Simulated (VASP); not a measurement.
Nb:

```
Nb
1.0
    -1.63551    1.63551    1.63551
     1.63551   -1.63551    1.63551
     1.63551    1.63551   -1.63551
Nb
1
Direct
  0.00000 0.00000 0.00000
```

Base run:

```yaml
Program: VASP 6.6.1
Functional: r2SCAN
Potentials_or_basis: VASP PAW PBE potentials, release 64 (Nb_sv)
Cutoff: 520 eV
k_mesh: 18 × 18 × 18
Occupations: gaussian, width 0.1 eV
Spin: no spin polarisation
```

Its results: band gap on the k mesh none (metal or under the smearing width); pressure 5.4 GPa.

Task: The run is repeated on the same cell with these changes: functional from r2SCAN to PBEsol; cutoff from 520 eV to 900 eV. What comes out?

Result: Band gap on the k mesh none (metal or under the smearing width); pressure 0.0 GPa.

Caveats: the PAW data sets were made with another functional, which shifts forces and pressure a little.
